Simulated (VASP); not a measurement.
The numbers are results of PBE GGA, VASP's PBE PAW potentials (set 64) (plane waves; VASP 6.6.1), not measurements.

The input files of a VASP run:

**POSCAR**
```
Mo
1
   -1.5757084109     1.5757084109     1.5757084109
    1.5757084109    -1.5757084109     1.5757084109
    1.5757084109     1.5757084109    -1.5757084109
Mo
1
Direct
  0.0000000000   0.0000000000   0.0000000000
```

File KPOINTS:
```
Automatic mesh
0
Gamma
20 20 20
0 0 0
```

**INCAR**
```
SYSTEM = Mo
PREC = Normal
ENCUT = 400
EDIFF = 1E-5
NELM = 100
ALGO = Fast
LREAL = .FALSE.
LASPH = .TRUE.
ISMEAR = 1
SIGMA = 0.1
GGA = PE
LMAXMIX = 4
LWAVE = .FALSE.
LCHARG = .FALSE.
NELMIN = 4
IBRION = 2
ISIF = 2
NSW = 20
EDIFFG = -0.03
```

POTCAR, in this order: Mo (PBE.64 set). Program: vasp_std.

Output

**OUTCAR**
```
 ion  position               nearest neighbor table
   1  0.000  0.000  0.000-
  LATTYP: Found a body centered cubic cell.
 ALAT       =     3.1514168218
 Subroutine PRICEL returns:
 Original cell was already a primitive cell.
 Subroutine GETGRP returns: Found 48 space group operations
The static configuration has the point symmetry O_h .
The dynamic configuration has the point symmetry O_h .
 Subroutine INISYM returns: Found 48 space group operations
 Subroutine IBZKPT returns following result:
 Found    256 irreducible k-points:

 Following reciprocal coordinates:
            Coordinates               Weight
  0.000000  0.000000  0.000000      1.000000
  0.050000  0.000000  0.000000     12.000000
  0.100000  0.000000  0.000000     12.000000
  0.150000  0.000000  0.000000     12.000000
  0.200000  0.000000  0.000000     12.000000
  0.250000  0.000000  0.000000     12.000000
  0.300000  0.000000  0.000000     12.000000
  0.350000  0.000000  0.000000     12.000000
  0.400000  0.000000  0.000000     12.000000
  0.450000  0.000000  0.000000     12.000000
  0.500000  0.000000  0.000000      6.000000
  0.050000  0.050000  0.000000     24.000000
  0.100000  0.050000 -0.000000     48.000000
  0.150000  0.050000  0.000000     48.000000
  0.200000  0.050000 -0.000000     48.000000
  0.250000  0.050000  0.000000     48.000000
  0.300000  0.050000  0.000000     48.000000
  0.350000  0.050000 -0.000000     48.000000
  0.400000  0.050000  0.000000     48.000000
  0.450000  0.050000 -0.000000     48.000000
  0.100000  0.100000  0.000000     24.000000
  0.150000  0.100000 -0.000000     48.000000
  0.200000  0.100000 -0.000000     48.000000
  0.250000  0.100000  0.000000     48.000000
  0.300000  0.100000  0.000000     48.000000
  0.350000  0.100000 -0.000000     48.000000
  0.400000  0.100000 -0.000000     48.000000
  0.450000  0.100000  0.000000     24.000000
  0.150000  0.150000  0.000000     24.000000
  0.200000  0.150000  0.000000     48.000000
  0.250000  0.150000  0.000000     48.000000
  0.300000  0.150000  0.000000     48.000000
  0.350000  0.150000 -0.000000     48.000000
  0.400000  0.150000 -0.000000     48.000000
  0.200000  0.200000  0.000000     24.000000
  0.250000  0.200000 -0.000000     48.000000
  0.300000  0.200000 -0.000000     48.000000
  0.350000  0.200000  0.000000     48.000000
  0.400000  0.200000  0.000000     24.000000
  0.250000  0.250000  0.000000     24.000000
   k-points           NKPTS =    256   k-points in BZ     NKDIM =    256   number of bands    NBANDS=      7
   number of dos      NEDOS =    301   number of ions     NIONS =      1
   total plane-waves  NPLWV =   2744
   dimension x,y,z NGX =    14 NGY =   14 NGZ =   14
   dimension x,y,z NGXF=    28 NGYF=   28 NGZF=   28
   ions per type =               1
   PREC   = normal    normal or accurate (medium, high low for compatibility)
   ISTART =      0    job   : 0-new  1-cont  2-samecut
   ICHARG =      2    charge: 1-file 2-atom 10-const
   ISPIN  =      1    spin polarized calculation?
   LNONCOLLINEAR =      F non collinear calculations
   LSORBIT =      F    spin-orbit coupling
   INIWAV =      1    electr: 0-lowe 1-rand  2-diag
   ENCUT  =  400.0 eV  29.40 Ry    5.42 a.u.   4.45  4.45  4.45*2*pi/ulx,y,z
   NELM   =    100;   NELMIN=  4; NELMDL= -5     # of ELM steps
   EDIFF  = 0.1E-04   stopping-criterion for ELM
   LREAL  =      F    real-space projection
   NLSPLINE    = F    spline interpolate recip. space projectors
   LMAXMIX     =    4 max onsite mixed and CHGCAR
   VOSKOWN=      0    Vosko Wilk Nusair interpolation
...
```

File OSZICAR:
```
       N       E                     dE             d eps       ncg     rms          rms(c)
DAV:   1     0.502022055905E+01    0.50202E+01   -0.25264E+03  3661   0.582E+02
DAV:   2    -0.115113189695E+02   -0.16532E+02   -0.15889E+02  4207   0.121E+02
DAV:   3    -0.116810628965E+02   -0.16974E+00   -0.16978E+00  4347   0.147E+01
DAV:   4    -0.116811921202E+02   -0.12922E-03   -0.12922E-03  5656   0.324E-01
DAV:   5    -0.116811921311E+02   -0.10948E-07   -0.11654E-07  4494   0.208E-03    0.139E+01
RMM:   6    -0.111111151713E+02    0.57008E+00   -0.45572E-01  3584   0.581E+00    0.508E+00
RMM:   7    -0.109538551999E+02    0.15726E+00   -0.42228E-01  3584   0.504E+00    0.979E-01
RMM:   8    -0.109524496133E+02    0.14056E-02   -0.23060E-02  3584   0.213E+00    0.330E-01
RMM:   9    -0.109524597830E+02   -0.10170E-04   -0.42348E-03  3584   0.536E-01    0.218E-01
RMM:  10    -0.109521887412E+02    0.27104E-03   -0.93113E-04  3584   0.336E-01    0.495E-02
RMM:  11    -0.109521913076E+02   -0.25664E-05   -0.31406E-05  3149   0.553E-02
   1 F= -.10952191E+02 E0= -.10952159E+02  d E =-.109522E+02
```

**OUTCAR**
```
------------------------ aborting loop because EDIFF is reached ----------------------------------------
  FORCE on cell =-STRESS in cart. coord.  units (eV):
  Direction    XX          YY          ZZ          XY          YZ          ZX
  --------------------------------------------------------------------------------------
  Total       -0.0218196     -0.0218196     -0.0218196     -0.0000000     -0.0000000      0.0000000
  in kB       -2.2339302     -2.2339302     -2.2339302     -0.0000000     -0.0000000      0.0000000
  external PRESSURE =      -2.2339302 kB  Pullay stress =       0.0000000 kB
  volume of cell :       15.65
      direct lattice vectors                 reciprocal lattice vectors
    -1.575708411  1.575708411  1.575708411     0.000000000  0.317317593  0.317317593
     1.575708411 -1.575708411  1.575708411     0.317317593  0.000000000  0.317317593
     1.575708411  1.575708411 -1.575708411     0.317317593  0.317317593  0.000000000
 POSITION                                       TOTAL-FORCE (eV/Angst)
 -----------------------------------------------------------------------------------
      0.00000      0.00000      0.00000         0.000000     -0.000000      0.000000
 -----------------------------------------------------------------------------------
    total drift:                               -0.000000     -0.000000     -0.000000
  FREE ENERGIE OF THE ION-ELECTRON SYSTEM (eV)
  ---------------------------------------------------
  free  energy   TOTEN  =       -10.9521913076 eV

  energy  without entropy=      -10.9520942865  energy(sigma->0) =      -10.95215897

 reached required accuracy - stopping structural energy minimisation
```
(Selected blocks of OUTCAR.)

OUTCAR:
```
 val. band max:        6.8125601745   @ k =  -0.2000   0.2000   0.1500

 cond. band min:       6.8454315068   @ k =  -0.2000   0.2000   0.1000


 Fermi energy:         6.8374336864

 k-point     1 :       0.0000    0.0000    0.0000
  band No.  band energies     occupation
      1      -0.3887      2.00000
      2       5.4278      2.00000
      3       5.4278      2.00000
      4       5.4278      2.00000
      5       8.4326     -0.00000
      6       8.4326     -0.00000
      7      23.2324      0.00000

 k-point     2 :       0.0500    0.0000    0.0000
  band No.  band energies     occupation
      1      -0.2812      2.00000
      2       5.3667      2.00000
      3       5.4201      2.00000
      4       5.5332      2.00000
      5       8.3437     -0.00000
      6       8.4361     -0.00000
      7      23.3656      0.00000

 k-point     3 :       0.1000    0.0000    0.0000
  band No.  band energies     occupation
      1       0.0297      2.00000
      2       5.1939      2.00000
      3       5.3849      2.00000
      4       5.8456      2.00000
      5       8.1328     -0.00000
      6       8.4486     -0.00000
      7      23.4914      0.00000

 k-point     4 :       0.1500    0.0000    0.0000
  band No.  band energies     occupation
      1       0.5047      2.00000
      2       4.9369      2.00000
      3       5.3028      2.00000
      4       6.3535      2.00000
      5       7.9305     -0.00000
      6       8.4774     -0.00000
      7      23.6159      0.00000

 k-point     5 :       0.2000    0.0000    0.0000
  band No.  band energies     occupation
      1       1.0607      2.00000
      2       4.6320      2.00000
      3       5.2075      2.00000
      4       7.0370     -0.01620
      5       7.8515     -0.00000
      6       8.5302     -0.00000
      7      23.4242      0.00000

 k-point     6 :       0.2500    0.0000    0.0000
  band No.  band energies     occupation
      1       1.5458      2.00000
...
```

The compound is Mo in the bcc structure. It was relaxed first.
